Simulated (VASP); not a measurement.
Method: PBE GGA, VASP's PBE PAW potentials (set 64) (plane waves; VASP).

The input files of a VASP run:

File POSCAR:
```
Al35ZrN35
1
    4.6932676572    -8.1289780179     0.0000000000
    4.6932676572     8.1289780179     0.0000000000
    0.0000000000     0.0000000000    10.0192026156
Al N Zr
35 35 1
Direct
  0.2214943357   0.1113737416   0.2502502219
  0.1104814261   0.2224358979   0.9997589874
  0.2209240943   0.1108803622   0.7491975793
  0.1188322598   0.2345244339   0.4979444460
  0.2206759365   0.4438357429   0.2574487381
  0.1105828772   0.5551181061   0.9997022767
  0.2187788968   0.4429071665   0.7491703296
  0.1190239420   0.5513954299   0.4978389793
  0.2215990370   0.7771636344   0.2502353893
  0.1113341912   0.8891739130   0.9998498677
  0.2209692043   0.7771641807   0.7491025175
  0.1080538194   0.8875222605   0.5000506786
  0.5548875503   0.1108851582   0.2509004925
  0.4431645270   0.2198783807   0.9989831164
  0.5558311071   0.1113793676   0.7484680855
  0.4419446292   0.2172107112   0.4986919019
  0.5566102659   0.4402523504   0.2439792950
  0.4430739584   0.5549591984   0.9986474610
  0.5570971748   0.4442760826   0.7544048325
  0.5565977118   0.7832414184   0.2440135507
  0.4432266218   0.8901608906   0.9989263977
  0.5570780672   0.7796183362   0.7543714015
  0.4419740940   0.8916565339   0.4986864931
  0.8904949516   0.1124341809   0.2525283123
  0.7778202992   0.2223604769   0.0008855582
  0.8884540144   0.1114500611   0.7497353085
  0.7798855471   0.2234376953   0.4990012745
  0.8905910017   0.4449494497   0.2524951371
  0.7794177072   0.5557762569   0.0002887775
  0.8885777198   0.4440814499   0.7497127995
  0.7771941465   0.5568640509   0.5013506898
  0.8891829565   0.7780632615   0.2492059131
  0.7793702171   0.8904487103   0.0002643305
  0.8879681715   0.7774529845   0.7502914647
  0.7771178119   0.8871759036   0.5014014164
  0.2200930622   0.1076481501   0.4411757634
  0.1107121692   0.2213863089   0.1897347213
  0.2216046738   0.1108773165   0.9402794522
  0.1090714708   0.2199287176   0.6933831728
  0.1108522698   0.5563976423   0.1896880095
  0.2200772953   0.4435103946   0.9423232157
  0.1091884179   0.5562651156   0.6933600758
  0.2201264421   0.7794813464   0.4411733452
  0.1111867210   0.8890734248   0.1902760203
  0.2216606918   0.7778050760   0.9402271692
  0.1098629972   0.8884701040   0.6914222595
  0.5560763056   0.1115223168   0.4418756125
  0.4422155478   0.2183397722   0.1882069840
  0.5561699181   0.1115335754   0.9394918124
  0.4440458669   0.2227434434   0.6912732513
  0.5643682543   0.4286858869   0.4310428701
  0.4473988480   0.5571078652   0.1926035420
  0.5563835702   0.4430510631   0.9449187194
  0.4443577250   0.5555719639   0.7095898818
  0.5643511405   0.8025888773   0.4309913741
  0.4423088782   0.8907852733   0.1881690581
  0.5563761989   0.7801304036   0.9448731975
  0.4440922991   0.8882420155   0.6912244648
  0.8914486827   0.1120414749   0.4432859640
  0.7772084739   0.2220676722   0.1924679036
  0.8883051010   0.1116584199   0.9412329546
  0.7773673438   0.2222070221   0.6909099740
  0.8916514391   0.4464157391   0.4432311515
  0.7801817497   0.5560851622   0.1899241240
  0.8883842501   0.4435651778   0.9412101218
  0.7775809778   0.5550433228   0.6935508363
  0.8889301079   0.7779338762   0.4397925647
  0.7801089605   0.8909087533   0.1898998260
  0.8888054808   0.7778176362   0.9412335828
  0.7775746750   0.8894559583   0.6935683174
  0.4433817219   0.5551189523   0.4948656849
```

File KPOINTS:
```
Automatic mesh
0
Gamma
1 1 1
0 0 0
```

INCAR:
```
SYSTEM = Al35ZrN35
PREC = Normal; ENCUT = 400; LREAL = Auto
LASPH = .TRUE.; ISYM = 0; NELECT = 293.0
EDIFF = 1E-6; NELM = 100; NELMIN = 4
ALGO = Fast; LMAXMIX = 4
ISMEAR = 0; SIGMA = 0.05
GGA = PE
ISPIN = 2; MAGMOM = 71*0.0423; NUPDOWN = 3
LWAVE = .TRUE.; LCHARG = .FALSE.; LORBIT = 11
LHYPERFINE = .TRUE.
```

POTCAR, in this order: Al N Zr_sv (PBE.64 set). Program: vasp_gam. Read from the step before: WAVECAR.

Output

OUTCAR:
```
 ion  position               nearest neighbor table
   1  0.221  0.111  0.250-  37 1.89  48 1.90  44 1.90  36 1.91  16 3.07   4 3.09  10 3.09   2 3.09
                            12 3.09  14 3.10  24 3.11  17 3.12  32 3.12   5 3.13  13 3.13   9 3.14
   2  0.110  0.222  1.000-  41 1.89  61 1.90  37 1.90  38 1.91   7 3.08  26 3.09   1 3.09   3 3.09
                            24 3.10  33 3.11  18 3.12  25 3.12   6 3.12  10 3.13  14 3.13   5 3.15
   3  0.221  0.111  0.749-  39 1.88  46 1.90  50 1.90  38 1.91  14 3.09  12 3.09  16 3.09  10 3.09
                             2 3.09   4 3.12  26 3.12   7 3.13  34 3.13  11 3.13  15 3.14  19 3.14
   4  0.119  0.235  0.498-  59 1.93  36 1.94  39 1.96   5 2.95   8 2.97  71 3.03   7 3.03  24 3.08
                             1 3.09   3 3.12  16 3.12  27 3.13  26 3.14  12 3.21  35 3.23
   5  0.221  0.444  0.257-  40 1.93  37 1.93  52 1.95   8 2.95   4 2.95  71 2.99  28 3.10  24 3.11
                             9 3.13   1 3.13   2 3.15   6 3.15  18 3.16  20 3.17  17 3.17
   6  0.111  0.555  1.000-  41 1.89  65 1.90  40 1.90  45 1.91   7 3.08  30 3.09   9 3.09  11 3.09
                            28 3.10  29 3.11  18 3.12   2 3.12  25 3.12  10 3.13  21 3.13   5 3.15
   7  0.219  0.443  0.749-  54 1.88  42 1.90  39 1.90  41 1.94   4 3.03   8 3.03   6 3.08   2 3.08
                            18 3.09  30 3.10  26 3.11   3 3.13  11 3.13  71 3.13  22 3.17  19 3.17
   8  0.119  0.551  0.498-  63 1.93  43 1.94  42 1.96   5 2.95   4 2.97  71 3.03   7 3.03  28 3.08
                             9 3.09  23 3.12  11 3.12  27 3.13  30 3.14  12 3.21  31 3.23
   9  0.222  0.777  0.250-  40 1.89  56 1.90  44 1.90  43 1.91  23 3.07   8 3.09  10 3.09   6 3.09
                            12 3.09  21 3.10  28 3.11  20 3.12  32 3.12   5 3.13  13 3.13   1 3.14
  10  0.111  0.889  1.000-  38 1.90  45 1.90  69 1.90  44 1.91  32 3.08  34 3.09   3 3.09   1 3.09
                            11 3.09   9 3.09  14 3.11  21 3.11  33 3.12  29 3.12   6 3.13   2 3.13
  11  0.221  0.777  0.749-  42 1.88  46 1.90  58 1.90  45 1.91  12 3.09  23 3.09  21 3.09  10 3.09
                             6 3.09   8 3.12  30 3.12  34 3.13   7 3.13   3 3.13  15 3.14  22 3.14
  12  0.108  0.888  0.500-  67 1.88  43 1.88  36 1.88  46 1.92  32 3.08  34 3.08  11 3.09   3 3.09
                             1 3.09   9 3.09  31 3.10  35 3.10  16 3.11  23 3.12   4 3.21   8 3.21
  13  0.555  0.111  0.251-  56 1.90  48 1.90  60 1.90  47 1.91  23 3.06  16 3.06  20 3.08  17 3.08
                            27 3.09  25 3.09  14 3.10  21 3.10   9 3.13   1 3.13  24 3.14  28 3.14
  14  0.443  0.220  0.999-  53 1.89  38 1.89  49 1.90  48 1.90  17 3.04  19 3.05   3 3.09  15 3.09
                            21 3.10   1 3.10  13 3.10  10 3.11  25 3.13   2 3.13  18 3.15  29 3.15
  15  0.556  0.111  0.748-  62 1.89  50 1.90  58 1.90  49 1.91  16 3.07  23 3.07  21 3.09  14 3.09
                            27 3.09  25 3.11  19 3.12  22 3.12  26 3.12  30 3.12  11 3.14   3 3.14
  16  0.442  0.217  0.499-  51 1.85  47 1.88  36 1.89  50 1.93  23 3.06  13 3.06   1 3.07  15 3.07
                             3 3.09  12 3.11   4 3.12  17 3.13  27 3.14  19 3.16  71 3.17  31 3.17
  17  0.557  0.440  0.244-  51 1.88  48 1.89  64 1.90  52 1.91  14 3.04  29 3.04  18 3.08  13 3.08
                            28 3.11   1 3.12  71 3.12  16 3.13  31 3.14  32 3.15   5 3.17  20 3.22
  18  0.443  0.555  0.999-  41 1.90  57 1.91  53 1.91  52 1.94  19 3.05  22 3.05  17 3.08  20 3.08
                             7 3.09   2 3.12   6 3.12  21 3.15  14 3.15  33 3.15  29 3.15   5 3.16
  19  0.557  0.444  0.754-  54 1.88  66 1.89  50 1.91  53 1.91  18 3.05  14 3.05  29 3.06  31 3.10
                            30 3.11  34 3.12  15 3.12   3 3.14  22 3.15  16 3.16   7 3.17  71 3.18
  20  0.557  0.783  0.244-  55 1.88  56 1.89  68 1.90  52 1.91  21 3.04  33 3.04  18 3.08  13 3.08
...
```

**OSZICAR**
```
       N       E                     dE             d eps       ncg     rms          rms(c)
DAV:   1    -0.513679435584E+03   -0.51368E+03   -0.19004E-05   896   0.102E-02    0.363E-03
RMM:   2    -0.513679435393E+03    0.19149E-06   -0.20971E-06   496   0.355E-03    0.227E-03
RMM:   3    -0.513679435348E+03    0.44825E-07   -0.11166E-06   542   0.197E-03    0.115E-03
RMM:   4    -0.513679435361E+03   -0.12737E-07   -0.26186E-07   450   0.962E-04
   1 F= -.51367944E+03 E0= -.51367944E+03  d E =-.557659E-18  mag=     3.0000
```

OUTCAR:
```
------------------------ aborting loop because EDIFF is reached ----------------------------------------
  FORCE on cell =-STRESS in cart. coord.  units (eV):
  Direction    XX          YY          ZZ          XY          YZ          ZX
  --------------------------------------------------------------------------------------
  Total        7.6858862      9.9724299     -1.0788016      1.7868121      0.6310366     -1.0907774
  in kB       16.1075730     20.8995603     -2.2608812      3.7446828      1.3224849     -2.2859793
  external PRESSURE =      11.5820840 kB  Pullay stress =       0.0000000 kB
  volume of cell :      764.49
      direct lattice vectors                 reciprocal lattice vectors
     4.693267657 -8.128978018  0.000000000     0.106535582 -0.061508347  0.000000000
     4.693267657  8.128978018  0.000000000     0.106535582  0.061508347  0.000000000
     0.000000000  0.000000000 10.019202616     0.000000000  0.000000000  0.099808342
 POSITION                                       TOTAL-FORCE (eV/Angst)
 -----------------------------------------------------------------------------------
      1.56224     -0.89517      2.50731        -0.000346     -0.001326     -0.002273
      1.56247      0.91008     10.01679        -0.006749     -0.004680     -0.006190
      1.55725     -0.89454      7.50636        -0.010287      0.000555     -0.004573
      1.65840      0.94046      4.98901         0.000742     -0.006102     -0.006114
      3.11873      1.81406      2.57943         0.005441     -0.006509      0.006647
      3.12431      3.61362     10.01622        -0.003263      0.008969     -0.005469
      3.10547      1.82193      7.50609         0.006050     -0.008052      0.000008
      3.14646      3.51474      4.98795        -0.004550     -0.000757      0.005016
      4.68746      4.51617      2.50716        -0.002993      0.005239     -0.001052
      4.69565      6.32304     10.01770        -0.018840      0.008634     -0.005777
      4.68451      4.52130      7.50541        -0.006487      0.004596      0.001804
      4.67251      6.33628      5.01011         0.002534     -0.000318      0.000193
      3.12465     -3.60929      2.51382         0.006176      0.001068      0.001584
      3.11184     -1.81509     10.00901        -0.002778     -0.003531      0.000715
      3.13140     -3.61294      7.49905        -0.005376      0.009010      0.002025
      3.09359     -1.82686      4.99650         0.000999      0.001214      0.000916
      4.67854     -0.94587      2.44448         0.003317     -0.015049      0.013980
      4.68404      0.90951     10.00565         0.005224     -0.005823      0.007008
      4.69971     -0.91712      7.55853        -0.005063     -0.002104     -0.007818
      6.28822      1.84238      2.44482         0.007499      0.000034      0.005883
      6.25794      3.63312     10.00845         0.001389      0.009281      0.003597
      6.27347      1.80902      7.55820         0.000501      0.010358     -0.009054
      6.25909      3.65546      4.99644         0.003050      0.001041     -0.002469
      4.70701     -6.32484      2.53013         0.004994      0.002201      0.001340
      4.69412     -4.51532      0.00887        -0.010558      0.006498     -0.003351
      4.69282     -6.31625      7.51175         0.001655     -0.003494      0.004545
      4.70886     -4.52335      4.99959         0.001484     -0.000694      0.001695
      6.26805     -3.62261      2.52980         0.006932     -0.000643      0.000119
      6.26642     -1.81798      0.00289        -0.000262     -0.004374     -0.000363
      6.25453     -3.61330      7.51152        -0.000969     -0.002401      0.006200
      6.26109     -1.79106      5.02313         0.004708      0.001729      0.000120
      7.82483     -0.90329      2.49684         0.001873     -0.005051      0.005155
      7.83691      0.90295      0.00265         0.007627      0.001227      0.000303
      7.81627     -0.89838      7.51732        -0.003892      0.001420     -0.001084
      7.81098      0.89466      5.02364         0.000180     -0.005724     -0.003616
      1.53818     -0.91406      4.42023         0.002073      0.001640     -0.002619
      1.55863      0.89967      1.90099         0.006519      0.002306      0.003060
      1.56043     -0.90010      9.42085        -0.014348     -0.003708      0.000166
      1.54409      0.90116      6.94715        -0.002602      0.003689      0.005368
      3.13158      3.62183      1.90052        -0.004195     -0.008499      0.004064
      3.11439      1.81628      9.44133         0.003200     -0.001178      0.001171
      3.12315      3.63428      6.94692        -0.008597     -0.002881      0.001624
      4.69143      4.54698      4.42021         0.002815     -0.003803     -0.006837
      4.69449      6.32342      1.90641         0.003318     -0.000522     -0.006910
      4.69076      4.52089      9.42033        -0.005586      0.009738     -0.000504
      4.68544      6.32928      6.92750        -0.001076     -0.000829     -0.005438
      3.13322     -3.61377      4.42724         0.004624     -0.007081     -0.001674
      3.10016     -1.81988      1.88568         0.002973     -0.000997      0.000262
      3.13371     -3.61444      9.41296        -0.002598      0.000667     -0.001334
      3.12942     -1.79896      6.92601        -0.012236     -0.004043     -0.002569
      4.66067     -1.10296      4.31871        -0.001801     -0.006657      0.000049
      4.71442      0.89182      1.92973         0.002696      0.005509      0.000110
      4.69061     -0.92128      9.46733        -0.001728     -0.000370     -0.005620
      4.69294      0.90406      7.10952         0.002772      0.002858      0.007982
      6.41542      1.93663      4.31819         0.002417     -0.000233      0.011759
      6.25657      3.64565      1.88530         0.001742      0.001150     -0.000234
      6.27258      1.81889      9.46688         0.002177      0.007029     -0.005156
      6.25300      3.61048      6.92552        -0.001852      0.008810      0.002702
      4.70965     -6.33578      4.44137         0.006657     -0.000742     -0.007847
      4.68987     -4.51273      1.92837         0.006272     -0.008046     -0.001154
      4.69310     -6.31334      9.43040         0.008236      0.010505      0.002994
      4.69127     -4.51289      6.92237        -0.005340      0.001162     -0.000704
      6.27991     -3.61931      4.44082        -0.002822     -0.002158     -0.003651
      6.27146     -1.82168      1.90289         0.002396      0.000705     -0.000099
      6.25120     -3.61592      9.43017        -0.005205     -0.011672      0.004949
      6.25436     -1.80900      6.94883        -0.004376     -0.005986     -0.004013
      7.82304     -0.90229      4.40637         0.001256      0.001112      0.000193
      7.84253      0.90069      1.90264         0.006902      0.000894     -0.000053
      7.82191     -0.90222      9.43041        -0.001018      0.004826      0.005015
      7.82382      0.90948      6.94900         0.003538      0.010893     -0.001275
      4.68623      0.90831      4.95816         0.012833     -0.000533     -0.003424
 -----------------------------------------------------------------------------------
    total drift:                               -0.014457      0.025646     -0.014667
  FREE ENERGIE OF THE ION-ELECTRON SYSTEM (eV)
  ---------------------------------------------------
  free  energy   TOTEN  =      -513.6794353606 eV

  energy  without entropy=     -513.6794353606  energy(sigma->0) =     -513.67943536

 total charge

# of ion       s       p       d       tot
------------------------------------------
    1        0.361   0.434   0.000   0.795
    2        0.363   0.437   0.000   0.800
    3        0.363   0.438   0.000   0.800
    4        0.374   0.396   0.000   0.770
    5        0.369   0.402   0.000   0.772
    6        0.363   0.437   0.000   0.800
    7        0.360   0.439   0.000   0.798
    8        0.374   0.396   0.000   0.770
    9        0.361   0.434   0.000   0.795
   10        0.362   0.436   0.000   0.799
   11        0.363   0.438   0.000   0.801
   12        0.370   0.444   0.000   0.814
   13        0.363   0.435   0.000   0.798
...
```
(Selected blocks of OUTCAR.)

**OUTCAR**
```
 val. band max:        9.6182438164   @ k =   0.0000   0.0000   0.0000

 cond. band min:       9.6527402416   @ k =   0.0000   0.0000   0.0000


 Fermi energy:         9.9555383649

 spin component 1

 k-point     1 :       0.0000    0.0000    0.0000
  band No.  band energies     occupation
      1     -40.0566      1.00000
      2     -18.4508      1.00000
      3     -18.4486      1.00000
      4     -18.2025      1.00000
      5      -9.0189      1.00000
      6      -8.1669      1.00000
      7      -8.1192      1.00000
      8      -7.8753      1.00000
      9      -7.8448      1.00000
     10      -7.8363      1.00000
     11      -7.8053      1.00000
     12      -7.7665      1.00000
     13      -7.6517      1.00000
     14      -7.2349      1.00000
     15      -7.2323      1.00000
     16      -7.2299      1.00000
     17      -7.2049      1.00000
     18      -7.1741      1.00000
     19      -7.1716      1.00000
     20      -7.1499      1.00000
     21      -7.1335      1.00000
     22      -7.1267      1.00000
     23      -7.0906      1.00000
     24      -7.0072      1.00000
     25      -6.9431      1.00000
     26      -6.7313      1.00000
     27      -6.6469      1.00000
     28      -6.6317      1.00000
     29      -6.6087      1.00000
     30      -6.5657      1.00000
     31      -6.5514      1.00000
     32      -6.4840      1.00000
     33      -6.4650      1.00000
     34      -6.4475      1.00000
     35      -6.4448      1.00000
     36      -6.4131      1.00000
     37      -6.3824      1.00000
     38      -6.3122      1.00000
     39      -6.2983      1.00000
     40       0.1836      1.00000
     41       0.7084      1.00000
     42       1.1385      1.00000
     43       1.1709      1.00000
     44       1.1953      1.00000
     45       1.2317      1.00000
     46       1.2498      1.00000
     47       1.2687      1.00000
     48       1.2830      1.00000
     49       1.2841      1.00000
...
```

At this cut-off the stress carries a Pulay error, which pulls relaxed volumes low. The cell is charged, with a uniform compensating background.  The supercell is sampled at Γ alone, which is coarse: total energies, pressure and levels can be off, energies of defects by several tenths of an eV.

The cell is a supercell with a defect, built from AlN (wurtzite): Zr_Al-vac_N, charge -1.
